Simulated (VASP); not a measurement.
# A VASP study of In2Ni3S2 (PBEsol + U): structure first, properties next, part 4 of 8

What structure and properties does PBEsol + U give In2Ni3S2, and how near are they to the measured ones? The start is a computed cell from the Materials Project.

VASP 6.6.1; PBEsol, DFT+U (Ni d 4 eV), spin-polarised from a ferromagnetic start; plane waves and PAW (In_d, Ni, S).

Still holding for the runs below: The k-mesh is coarse for a metal.

So far. Step 2 (Full relaxation (PBEsol + U)): It ends with forces under 0.001 eV/Å and a pressure of 0.08 GPa. Step 3 (Second relaxation): It ends with a largest force of 0.005 eV/Å and a pressure of -0.05 GPa. The volume moved by only 0.04 %, so the volume is settled. The relaxed cell has a = 5.255, c = 13.360 Å (conventional setting).

**4. Density, ELF and potential (PBEsol + U)**

A single point on the relaxed cell gives a clean self-consistent state, with density, ELF and potential written out.

INCAR

```
SYSTEM = In2Ni3S2
PREC = Accurate
ENCUT = 400
EDIFF = 1E-06
NELM = 100
ISMEAR = 0
SIGMA = 0.05
LREAL = .FALSE.
ALGO = Normal
GGA = PS
NBANDS = 47
ISPIN = 2
MAGMOM = 0 0 1 1 1 0 0
LDAU = .TRUE.
LDAUTYPE = 2
LDAUL = -1 2 -1
LDAUU = 0 4 0
LDAUJ = 0 0 0
LDAUPRINT = 1
LASPH = .TRUE.
LMAXMIX = 4
LORBIT = 11
LWAVE = .FALSE.
LCHARG = .TRUE.
ISIF = 2
LELF = .TRUE.
LVHAR = .TRUE.
```

POSCAR

```
In2Ni3S2
1.0
    2.6273708300      1.5169132559      4.4533147598
   -2.6273708300      1.5169132559      4.4533147598
    0.0000000000     -3.0338265120      4.4533147598
In Ni S
2 3 2
Direct
    0.5000000000      0.5000000000      0.5000000000
    0.0000000000      0.0000000000      0.0000000000
    0.5000000000      0.0000000000      0.0000000000
    0.0000000000      0.5000000000      0.0000000000
    0.0000000000      0.0000000000      0.5000000000
    0.7229644029      0.7229644029      0.7229644029
    0.2770355971      0.2770355971      0.2770355971
```

KPOINTS

```
Automatic mesh
0
Gamma
5 5 5
0 0 0
```

The projector-augmented-wave data sets are In_d, Ni and S (PBE family, release 64).

Run with:

```console
$ mpirun -np 4 vasp_std
```

The log of the run:

```text
[banner, memory and clock lines left out]
running    4 mpi-ranks, on    1 nodes
 distrk:  each k-point on    4 cores,    1 groups
 distr:  one band on    1 cores,    4 groups

 POSCAR found type information on POSCAR InNiS
 POSCAR found :  3 types and       7 ions
 [... a notice as in an earlier step ...]

 LDA part: xc-table for (Slater+PW92), standard interpolation
|                                                                             |
|           W    W    AA    RRRRR   N    N  II  N    N   GGGG   !!!           |
|           W    W   A  A   R    R  NN   N  II  NN   N  G    G  !!!           |
|           W    W  A    A  R    R  N N  N  II  N N  N  G       !!!           |
|           W WW W  AAAAAA  RRRRR   N  N N  II  N  N N  G  GGG   !            |
|           WW  WW  A    A  R   R   N   NN  II  N   NN  G    G                |
|           W    W  A    A  R    R  N    N  II  N    N   GGGG   !!!           |
|                                                                             |
|     The number of bands has been changed from the values supplied in        |
|     The orbitals not found in the WAVECAR file will be initialized with     |
|     random numbers, which is usually adequate. For correlated               |
|     calculations, however, you should redo the groundstate calculation.     |
|     I found NBANDS = 47. Now, NBANDS = 48.                                  |
|                                                                             |

 POSCAR, INCAR and KPOINTS ok, starting setup
 FFT: planning ... GRIDC
 FFT: planning ... GRID_SOFT
 FFT: planning ... GRID
 WAVECAR not read
 entering main loop
       N       E                     dE             d eps       ncg     rms          rms(c)
DAV:   1     0.598231181518E+03    0.59823E+03   -0.24998E+04  3656   0.160E+03
DAV:   2     0.507507772360E+02   -0.54748E+03   -0.51967E+03  3672   0.408E+02
DAV:   3    -0.267642791185E+02   -0.77515E+02   -0.75016E+02  4024   0.169E+02
DAV:   4    -0.307983507841E+02   -0.40341E+01   -0.40020E+01  4304   0.391E+01
DAV:   5    -0.309770057716E+02   -0.17865E+00   -0.17858E+00  5424   0.799E+00    0.225E+01
DAV:   6    -0.319014644401E+02   -0.92446E+00   -0.16429E+01  4520   0.560E+01    0.166E+01
DAV:   7    -0.296273852569E+02    0.22741E+01   -0.85444E+00  4752   0.472E+01    0.795E+00
DAV:   8    -0.295781223074E+02    0.49263E-01   -0.12664E+00  5056   0.860E+00    0.264E+00
DAV:   9    -0.295925583898E+02   -0.14436E-01   -0.26889E-01  4360   0.545E+00    0.143E+00
DAV:  10    -0.295947295349E+02   -0.21711E-02   -0.36736E-02  5016   0.141E+00    0.111E+00
DAV:  11    -0.295963742545E+02   -0.16447E-02   -0.99301E-03  5040   0.885E-01    0.489E-01
DAV:  12    -0.295966960892E+02   -0.32183E-03   -0.30181E-03  4872   0.615E-01    0.222E-01
DAV:  13    -0.295968642200E+02   -0.16813E-03   -0.11529E-03  4424   0.210E-01    0.179E-01
DAV:  14    -0.295969352360E+02   -0.71016E-04   -0.10724E-04  5456   0.102E-01    0.732E-02
DAV:  15    -0.295969592054E+02   -0.23969E-04   -0.91668E-05  4744   0.927E-02    0.287E-02
DAV:  16    -0.295969618395E+02   -0.26341E-05   -0.25887E-05  4512   0.440E-02    0.132E-02
DAV:  17    -0.295969617676E+02    0.71889E-07   -0.15945E-06  2688   0.114E-02
   1 F= -.29596962E+02 E0= -.29596285E+02  d E =-.135360E-02  mag=     0.0002
```

The job ended after 32 s (4 MPI ranks of Intel Xeon Platinum 8488C (Sapphire Rapids), shared host; peak memory 0.67 GiB).

OUTCAR, selected parts (step 4):

```text
  LATTYP: Found a trigonal (rhomboedric) cell.
 ALAT       =     5.3885170181
 COS(alpha) =     0.5245178411

The static configuration has the point symmetry D_3d.

 Found     19 irreducible k-points:

   k-points           NKPTS =     19   k-points in BZ     NKDIM =     19   number of bands    NBANDS=     48

   NELECT =      68.0000    total number of electrons

atom =   3  type =  2  l = 2

 onsite density matrix

spin component  1

  0.8869  0.0157 -0.0341  0.0394 -0.0070
  0.0157  0.8894  0.0213 -0.0578  0.0213
 -0.0341  0.0213  0.8768  0.0369 -0.0197
  0.0394 -0.0578  0.0369  0.8227  0.0157
 -0.0070  0.0213 -0.0197  0.0157  0.8951

spin component  2

  0.8869  0.0157 -0.0341  0.0394 -0.0070
  0.0157  0.8894  0.0213 -0.0578  0.0213
 -0.0341  0.0213  0.8767  0.0369 -0.0197
  0.0394 -0.0578  0.0369  0.8227  0.0157
 -0.0070  0.0213 -0.0197  0.0157  0.8950

 occupancies and eigenvectors

  o =  0.7455  v =  0.0000  0.0000  0.0000  0.0000  0.0000  0.3498 -0.4137  0.3902 -0.7166  0.2020      0.0000  0.0000  0.0000  0.0000  0.0000  0.0000  0.0000  0.0000  0.0000  0.0000
  o =  0.7455  v =  0.3500 -0.4137  0.3900 -0.7165  0.2021  0.0000  0.0000  0.0000  0.0000  0.0000      0.0000  0.0000  0.0000  0.0000  0.0000  0.0000  0.0000  0.0000  0.0000  0.0000
  o =  0.8835  v = -0.4197 -0.2776 -0.6759 -0.4809 -0.2423  0.0000  0.0000  0.0000  0.0000  0.0000      0.0000  0.0000  0.0000  0.0000  0.0000  0.0000  0.0000  0.0000  0.0000  0.0000
  o =  0.8835  v =  0.0000  0.0000  0.0000  0.0000  0.0000 -0.4195 -0.2776 -0.6760 -0.4809 -0.2422      0.0000  0.0000  0.0000  0.0000  0.0000  0.0000  0.0000  0.0000  0.0000  0.0000
  o =  0.8939  v =  0.0000  0.0000  0.0000  0.0000  0.0000 -0.4607 -0.3364  0.0000  0.1942  0.7980      0.0000  0.0000  0.0000  0.0000  0.0000  0.0000  0.0000  0.0000  0.0000  0.0000
  o =  0.8940  v = -0.4605 -0.3374  0.0000  0.1948  0.7976  0.0000  0.0000  0.0000  0.0000  0.0000      0.0000  0.0000  0.0000  0.0000  0.0000  0.0000  0.0000  0.0000  0.0000  0.0000
  o =  0.9199  v =  0.0000  0.0000  0.0000  0.0000  0.0000 -0.6720 -0.0420  0.6251 -0.0728 -0.3880      0.0000  0.0000  0.0000  0.0000  0.0000  0.0000  0.0000  0.0000  0.0000  0.0000
  o =  0.9199  v = -0.6718 -0.0421  0.6254 -0.0729 -0.3879  0.0000  0.0000  0.0000  0.0000  0.0000      0.0000  0.0000  0.0000  0.0000  0.0000  0.0000  0.0000  0.0000  0.0000  0.0000
  o =  0.9279  v = -0.1948  0.7976 -0.0000 -0.4605  0.3374  0.0000  0.0000  0.0000  0.0000  0.0000      0.0000  0.0000  0.0000  0.0000  0.0000  0.0000  0.0000  0.0000  0.0000  0.0000
  o =  0.9279  v =  0.0000  0.0000  0.0000  0.0000  0.0000 -0.1942  0.7980 -0.0000 -0.4607  0.3364      0.0000  0.0000  0.0000  0.0000  0.0000  0.0000  0.0000  0.0000  0.0000  0.0000

atom =   4  type =  2  l = 2

 onsite density matrix

spin component  1

  0.8869 -0.0157  0.0341  0.0394  0.0070
 -0.0157  0.8894  0.0213  0.0578  0.0213
  0.0341  0.0213  0.8768 -0.0369 -0.0197
  0.0394  0.0578 -0.0369  0.8227 -0.0157
  0.0070  0.0213 -0.0197 -0.0157  0.8951

spin component  2

  0.8869 -0.0157  0.0341  0.0394  0.0070
 -0.0157  0.8894  0.0213  0.0578  0.0213
  0.0341  0.0213  0.8767 -0.0369 -0.0197
  0.0394  0.0578 -0.0369  0.8227 -0.0157
  0.0070  0.0213 -0.0197 -0.0157  0.8950

 occupancies and eigenvectors

  o =  0.7455  v =  0.0000  0.0000  0.0000  0.0000  0.0000 -0.3498 -0.4137  0.3902  0.7166  0.2020      0.0000  0.0000  0.0000  0.0000  0.0000  0.0000  0.0000  0.0000  0.0000  0.0000
  o =  0.7455  v = -0.3500 -0.4137  0.3900  0.7165  0.2021  0.0000  0.0000  0.0000  0.0000  0.0000      0.0000  0.0000  0.0000  0.0000  0.0000  0.0000  0.0000  0.0000  0.0000  0.0000
  o =  0.8835  v =  0.4197 -0.2776 -0.6759  0.4809 -0.2423  0.0000  0.0000  0.0000  0.0000  0.0000      0.0000  0.0000  0.0000  0.0000  0.0000  0.0000  0.0000  0.0000  0.0000  0.0000
  o =  0.8835  v =  0.0000  0.0000  0.0000  0.0000  0.0000  0.4195 -0.2776 -0.6760  0.4809 -0.2422      0.0000  0.0000  0.0000  0.0000  0.0000  0.0000  0.0000  0.0000  0.0000  0.0000
  o =  0.8939  v =  0.0000  0.0000  0.0000  0.0000  0.0000  0.4607 -0.3364  0.0000 -0.1942  0.7980      0.0000  0.0000  0.0000  0.0000  0.0000  0.0000  0.0000  0.0000  0.0000  0.0000
  o =  0.8940  v =  0.4605 -0.3374  0.0000 -0.1948  0.7976  0.0000  0.0000  0.0000  0.0000  0.0000      0.0000  0.0000  0.0000  0.0000  0.0000  0.0000  0.0000  0.0000  0.0000  0.0000
  o =  0.9199  v =  0.0000  0.0000  0.0000  0.0000  0.0000 -0.6720  0.0420 -0.6251 -0.0728  0.3880      0.0000  0.0000  0.0000  0.0000  0.0000  0.0000  0.0000  0.0000  0.0000  0.0000
  o =  0.9199  v = -0.6718  0.0421 -0.6254 -0.0729  0.3879  0.0000  0.0000  0.0000  0.0000  0.0000      0.0000  0.0000  0.0000  0.0000  0.0000  0.0000  0.0000  0.0000  0.0000  0.0000
  o =  0.9279  v = -0.1948 -0.7976  0.0000 -0.4605 -0.3374  0.0000  0.0000  0.0000  0.0000  0.0000      0.0000  0.0000  0.0000  0.0000  0.0000  0.0000  0.0000  0.0000  0.0000  0.0000
  o =  0.9279  v =  0.0000  0.0000  0.0000  0.0000  0.0000 -0.1942 -0.7980  0.0000 -0.4607 -0.3364      0.0000  0.0000  0.0000  0.0000  0.0000  0.0000  0.0000  0.0000  0.0000  0.0000

atom =   5  type =  2  l = 2

 onsite density matrix

spin component  1

  0.8991  0.0000  0.0000  0.0122 -0.0000
  0.0000  0.7893 -0.0426 -0.0000  0.0485
  0.0000 -0.0426  0.8768 -0.0000  0.0394
  0.0122 -0.0000 -0.0000  0.9228 -0.0000
 -0.0000  0.0485  0.0394 -0.0000  0.8829

spin component  2

  0.8990  0.0000  0.0000  0.0122  0.0000
  0.0000  0.7893 -0.0427 -0.0000  0.0485
  0.0000 -0.0427  0.8767 -0.0000  0.0394
  0.0122 -0.0000 -0.0000  0.9228 -0.0000
  0.0000  0.0485  0.0394 -0.0000  0.8829

 occupancies and eigenvectors

  o =  0.7455  v =  0.0000  0.0000  0.0000  0.0000  0.0000  0.0000  0.8274  0.3902 -0.0000 -0.4039      0.0000  0.0000  0.0000  0.0000  0.0000  0.0000  0.0000  0.0000  0.0000  0.0000
  o =  0.7455  v = -0.0000 -0.8274 -0.3900  0.0000  0.4042  0.0000  0.0000  0.0000  0.0000  0.0000      0.0000  0.0000  0.0000  0.0000  0.0000  0.0000  0.0000  0.0000  0.0000  0.0000
  o =  0.8835  v =  0.0000  0.5553 -0.6759 -0.0000  0.4846  0.0000  0.0000  0.0000  0.0000  0.0000      0.0000  0.0000  0.0000  0.0000  0.0000  0.0000  0.0000  0.0000  0.0000  0.0000
  o =  0.8835  v =  0.0000  0.0000  0.0000  0.0000  0.0000  0.0000  0.5553 -0.6760  0.0000  0.4845      0.0000  0.0000  0.0000  0.0000  0.0000  0.0000  0.0000  0.0000  0.0000  0.0000
  o =  0.8939  v =  0.0000  0.0000  0.0000  0.0000  0.0000 -0.9215  0.0000  0.0000  0.3884  0.0000      0.0000  0.0000  0.0000  0.0000  0.0000  0.0000  0.0000  0.0000  0.0000  0.0000
  o =  0.8940  v =  0.9210 -0.0000  0.0000 -0.3896 -0.0000  0.0000  0.0000  0.0000  0.0000  0.0000      0.0000  0.0000  0.0000  0.0000  0.0000  0.0000  0.0000  0.0000  0.0000  0.0000
  o =  0.9199  v =  0.0000  0.0000  0.0000  0.0000  0.0000  0.0000 -0.0841 -0.6251  0.0000 -0.7760      0.0000  0.0000  0.0000  0.0000  0.0000  0.0000  0.0000  0.0000  0.0000  0.0000
  o =  0.9199  v = -0.0000  0.0842  0.6254 -0.0000  0.7758  0.0000  0.0000  0.0000  0.0000  0.0000      0.0000  0.0000  0.0000  0.0000  0.0000  0.0000  0.0000  0.0000  0.0000  0.0000
  o =  0.9279  v = -0.3896 -0.0000 -0.0000 -0.9210 -0.0000  0.0000  0.0000  0.0000  0.0000  0.0000      0.0000  0.0000  0.0000  0.0000  0.0000  0.0000  0.0000  0.0000  0.0000  0.0000
  o =  0.9279  v =  0.0000  0.0000  0.0000  0.0000  0.0000 -0.3884  0.0000 -0.0000 -0.9215 -0.0000      0.0000  0.0000  0.0000  0.0000  0.0000  0.0000  0.0000  0.0000  0.0000  0.0000

 E-fermi :   8.9568

 spin component 1
 k-point     1 :       0.0000    0.0000    0.0000
  band No.  band energies     occupation
    ...
     32       7.3797      1.00000
     33       7.3797      1.00000
     34       7.7311      1.00000
     35       8.4193      1.00000
     36       8.4193      1.00000
     37       9.3883      0.00000
     38       9.6120      0.00000
     39      13.0861      0.00000
     40      13.0861      0.00000
     41      14.2254      0.00000
    ...

 k-point     2 :       0.2000    0.0000    0.0000
  band No.  band energies     occupation
    ...
     31       7.0123      1.00000
     32       7.2027      1.00000
     33       7.8517      1.00000
     34       8.1790      1.00000
     35       8.8389      0.99957
     36       9.0460      0.00581
     37       9.9681      0.00000
     38      10.9280      0.00000
     39      13.0162      0.00000
     40      13.1744      0.00000
    ...

 k-point     3 :       0.4000   -0.0000    0.0000
  band No.  band energies     occupation
    ...
     30       6.9931      1.00000
     31       7.0376      1.00000
     32       7.1783      1.00000
     33       8.4341      1.00000
     34       8.5949      1.00000
     35       9.4555      0.00000
     36      10.3017      0.00000
     37      10.5032      0.00000
     38      12.2617      0.00000
     39      12.3395      0.00000
    ...

 k-point     4 :       0.2000    0.2000    0.0000
  band No.  band energies     occupation
    ...
     30       6.9782      1.00000
     31       7.1681      1.00000
     32       7.3134      1.00000
     33       7.5079      1.00000
     34       7.8803      1.00000
     35       9.2555      0.00000
     36       9.7400      0.00000
     37      10.1725      0.00000
     38      10.9206      0.00000
     39      12.4153      0.00000
    ...

  Total       -0.0427275     -0.0427275     -0.0242454      0.0000000      0.0000000      0.0000000
  in kB       -0.6428383     -0.6428383     -0.3647733      0.0000000      0.0000000      0.0000000
  external PRESSURE =      -0.5501500 kB  Pullay stress =       0.0000000 kB

 POSITION                                       TOTAL-FORCE (eV/Angst)
 -----------------------------------------------------------------------------------
      0.00000     -0.00000      6.67997         0.000000      0.000000     -0.000000
      0.00000      0.00000      0.00000         0.000000      0.000000     -0.000000
      1.31369      0.75846      2.22666         0.000000      0.000000     -0.000000
     -1.31369      0.75846      2.22666        -0.000000      0.000000     -0.000000
      0.00000     -1.51691      2.22666        -0.000000      0.000000     -0.000000
      0.00000     -0.00000      9.65876         0.000000      0.000000     -0.004810
      0.00000     -0.00000      3.70118         0.000000     -0.000000      0.004810
 -----------------------------------------------------------------------------------
    total drift:                               -0.000000      0.000000      0.000000

  FREE ENERGIE OF THE ION-ELECTRON SYSTEM (eV)
  ---------------------------------------------------
  free  energy   TOTEN  =       -29.5969617676 eV

  energy  without entropy=      -29.5956081695  energy(sigma->0) =      -29.59628497

 magnetization (x)
# of ion       s       p       d       tot
------------------------------------------
    1       -0.000  -0.000  -0.000  -0.000
    2       -0.000  -0.000  -0.000  -0.000
    3        0.000  -0.000   0.000   0.000
    4        0.000  -0.000   0.000   0.000
    5        0.000  -0.000   0.000   0.000
    6       -0.000  -0.000   0.000  -0.000
    7       -0.000  -0.000   0.000  -0.000
--------------------------------------------------
tot         -0.000  -0.000   0.000   0.000

[... 5 parts as in an earlier step ...]

[... 11 further parts left out ...]
```

With spin, VASP writes an ELF for each channel.

This step gave:

| Item | Value |
| --- | --- |
| SCF cycles | 17 |
| bands | 48 |
| pressure | -0.05501 GPa |

Valence electrons inside each PAW sphere by angular momentum. Sphere charges, by row:

| atom | s (e) | p (e) | d (e) | tot (e) |
| --- | --- | --- | --- | --- |
| In1 | 0.916 | 0.62 | 9.893 | 11.43 |
| In2 | 0.893 | 0.572 | 9.891 | 11.36 |
| Ni3 | 0.454 | 0.571 | 8.705 | 9.729 |
| Ni4 | 0.454 | 0.571 | 8.705 | 9.729 |
| Ni5 | 0.454 | 0.571 | 8.705 | 9.729 |
| S6 | 1.335 | 2.343 | 0 | 3.678 |
| S7 | 1.335 | 2.343 | 0 | 3.678 |

ELF of up spins in the ac plane of the conventional cell at fractional y = 0.000, with atoms of In and Ni and S within 0.2 Å of it. It is the smooth field of the valence electrons, not physical close to the nuclei.

Ten even steps from '_' (0.01) to '@' (0.86), each cell a mean:
```
__..--::....________....--::__
------::::............::::----
----::::::::::::::::::::::::--
::::::::::::::--::::::..::::::
++==--::::::::----::::::::==++
##%%##==::::::::::::::--**%%##
==%%@@##--..........::++%%@@**
@@@@@@++..__..........--##@@@@
%%##==..__..::::::..__..--**%%
::::......::::--::::........::
::::::::::::::....::::::::::::
__..----::..______..::----::__
__..----::::______..::::--::__
::::::::::::::::::::::::::::::
--::..__....::----::..__..::--
@@@@**::__....::....__..==%%@@
%%@@@@**::............==%%@@%%
==%%@@**--..........::==%%@@**
####**--::::::----::::::==####
==--::::::::::----::::::::--==
::::::::::::::--::::::::::::::
----::::::::::::::::::::::----
::----::..............::::--::
__..--::..__________....--::__
```
Columns run along a (5.3 Å), rows up along c (13.4 Å), edges of the conventional cell, whose origin can differ from the input's. Atoms in or near the plane, at fractional coordinates: In at (0.00, 0.50), In at (0.00, 0.00), Ni at (0.50, 0.50), S at (0.00, 0.72), S at (0.00, 0.28).

Electrostatic potential energy in the ac plane of the conventional cell at fractional y = 0.000, with atoms of In and Ni and S within 0.2 Å of it. With pseudopotentials it is smooth inside the atoms' cores, unlike the true potential.

Ten even steps from '_' (-88 eV) to '@' (3 eV), each cell a mean:
```
__::**@@@@@@@@@@@@@@@@@@%%==..
**##@@@@@@@@@@@@@@@@@@@@@@%%##
@@@@@@@@@@@@@@@@@@@@@@@@@@@@@@
@@@@@@%%%%@@@@@@@@@@%%%%%%@@@@
@@@@@@%%%%@@@@@@@@@@%%%%%%@@@@
--++%%@@@@@@@@@@@@@@@@@@@@##==
__..##@@@@@@@@@@@@@@@@@@%%==__
--++%%@@@@@@@@@@@@@@@@@@@@##==
@@@@@@@@@@@@@@@@@@@@@@@@@@@@@@
@@@@@@@@@@@@@@@@@@@@@@@@@@@@@@
==**%%@@@@@@%%####@@@@@@@@##++
__..++@@@@%%--__..**@@@@##--__
__::**@@@@%%++::--##@@@@%%==..
**##@@@@@@@@@@%%%%@@@@@@@@%%##
@@@@@@@@@@@@@@@@@@@@@@@@@@@@@@
%%@@@@@@@@@@@@@@@@@@@@@@@@@@%%
..--%%@@@@@@@@@@@@@@@@@@@@**::
__::##@@@@@@@@@@@@@@@@@@%%==__
++##@@@@@@@@@@@@@@@@@@@@@@%%**
@@@@@@%%%%@@@@@@@@@@%%%%%%@@@@
@@@@@@%%%%@@@@@@@@@@%%%%%%@@@@
@@@@@@@@@@@@@@@@@@@@@@@@@@@@@@
==**%%@@@@@@@@@@@@@@@@@@@@##++
__..++@@@@@@@@@@@@@@@@@@##--__
```
Columns run along a (5.3 Å; values clipped at the 3rd and 97th percentile), rows up along c (13.4 Å), edges of the conventional cell, whose origin can differ from the input's. Atoms in or near the plane, at fractional coordinates: In at (0.00, 0.50), In at (0.00, 0.00), Ni at (0.50, 0.50), S at (0.00, 0.72), S at (0.00, 0.28).

Valence density in the ac plane of the conventional cell at fractional y = 0.000, with atoms of In and Ni and S within 0.2 Å of it. It is the smooth field of the valence electrons, not physical close to the nuclei.

Ten steps, logarithmic in the rise over the least value, from '0' (0 e/Å³) to '9' (10 e/Å³), each cell a mean:
```
974200000001368
432110000001234
222221111122222
223443212234322
333432211234333
454321100112345
144210000002353
543100000001245
321000011000023
110001122100011
653112465311246
985224899632379
974224798622368
432111343211124
110000111100001
432000010000123
454200000001344
244210000012354
443321111122344
233443212234332
123332211233321
222211111112222
653100000001246
985200000001379
```
Columns run along a (5.3 Å), rows up along c (13.4 Å), edges of the conventional cell, whose origin can differ from the input's. Atoms in or near the plane, at fractional coordinates: In at (0.00, 0.50), In at (0.00, 0.00), Ni at (0.50, 0.50), S at (0.00, 0.72), S at (0.00, 0.28).

In this run the pressure is -0.06 GPa, small enough to go on; single stress components reach 0.06 GPa.

(Continued in part 5 of 8.)

[Lines on the potential files, build, host, timing and source positions are cut from VASP's logs without a mark.]

[Logs are printed without paths, hosts, clocks, repeated set-up lines and the standing remarks that a program may print on its own settings, such as how far it seeks lower states.]

[Hosts, paths, dates, database ids (printed as entryN), source tags and the programs' standing remarks are cut or masked in the printed files.]

[A measured line is paired with the nearest computed mode of its activity, which favours agreement.]

[In band tables of VASP the shares of atoms and orbitals are scaled to a sum of 1 inside the atoms' spheres.]
